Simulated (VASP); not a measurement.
A convergence study with VASP on C (graphite): a few settings are varied, all else stays as given below, so the limit is that of these other settings.

```yaml
crystal:
  lattice:
    - [1.23000, -2.13042, 0.00000]
    - [1.23000, 2.13042, 0.00000]
    - [0.00000, 0.00000, 6.71000]
  atoms:
    - { symbol: C, position: [0.00000, 0.00000, 0.25000] }
    - { symbol: C, position: [0.00000, 0.00000, 0.75000] }
    - { symbol: C, position: [0.33333, 0.66667, 0.25000] }
    - { symbol: C, position: [0.66667, 0.33333, 0.75000] }
```

Computed with PBEsol GGA, VASP's PBE PAW potentials (set 64) (plane waves; VASP 6.6.1). The last row used: 700 eV cut-off, 22×22×7 Γ-centred mesh, second-order Methfessel-Paxton smearing of 0.40 eV, potentials C.

```
setting                                  E (eV/atom)  pressure (GPa)  irreducible k-points
---------------------------------------  -----------  --------------  --------------------
ISMEAR = -1, SIGMA = 0.01, 8×8×2 mesh        -9.6496            0.07                    20
ISMEAR = -1, SIGMA = 0.2, 8×8×2 mesh         -9.6491            0.08                    20
ISMEAR = 0, SIGMA = 0.01, 8×8×2 mesh         -9.6496            0.07                    20
ISMEAR = 0, SIGMA = 0.2, 8×8×2 mesh          -9.6496            0.07                    20
ISMEAR = 1, SIGMA = 0.01, 8×8×2 mesh         -9.6496            0.06                    20
ISMEAR = 1, SIGMA = 0.2, 8×8×2 mesh          -9.6495            0.06                    20
ISMEAR = 2, SIGMA = 0.01, 8×8×2 mesh         -9.6496            0.06                    20
ISMEAR = 2, SIGMA = 0.2, 8×8×2 mesh          -9.6495            0.07                    20
ISMEAR = -1, SIGMA = 0.05, 16×16×5 mesh      -9.6493            0.08                    90
ISMEAR = -1, SIGMA = 0.2, 16×16×5 mesh             ?               ?                    90
ISMEAR = 0, SIGMA = 0.05, 16×16×5 mesh       -9.6493            0.08                    90
ISMEAR = 0, SIGMA = 0.2, 16×16×5 mesh        -9.6493            0.08                    90
ISMEAR = 1, SIGMA = 0.05, 16×16×5 mesh       -9.6493            0.08                    90
ISMEAR = 1, SIGMA = 0.2, 16×16×5 mesh        -9.6493            0.08                    90
ISMEAR = 2, SIGMA = 0.05, 16×16×5 mesh       -9.6493            0.08                    90
ISMEAR = 2, SIGMA = 0.2, 16×16×5 mesh        -9.6493            0.08                    90
ISMEAR = -1, SIGMA = 0.05, 22×22×7 mesh      -9.6491            0.08                   208
ISMEAR = -1, SIGMA = 0.4, 22×22×7 mesh       -9.6444            0.30                   208
ISMEAR = 0, SIGMA = 0.05, 22×22×7 mesh       -9.6491            0.08                   208
ISMEAR = 0, SIGMA = 0.4, 22×22×7 mesh        -9.6490            0.09                   208
ISMEAR = 1, SIGMA = 0.05, 22×22×7 mesh       -9.6491            0.08                   208
ISMEAR = 1, SIGMA = 0.4, 22×22×7 mesh        -9.6491            0.08                   208
ISMEAR = 2, SIGMA = 0.05, 22×22×7 mesh       -9.6491            0.08                   208
ISMEAR = 2, SIGMA = 0.4, 22×22×7 mesh        -9.6491            0.08                   208
```

Question: Fill in the missing entries.

Answer: 
- ISMEAR = -1, SIGMA = 0.2, 16×16×5 mesh, E (eV/atom): -9.6488
- ISMEAR = -1, SIGMA = 0.2, 16×16×5 mesh, pressure (GPa): 0.10

Left out are rungs that failed or repeat a setting and relaxations that didn't move; long series are thinned to 24 rows.

The compound is C in the graphite structure. The cell was not relaxed at this level.
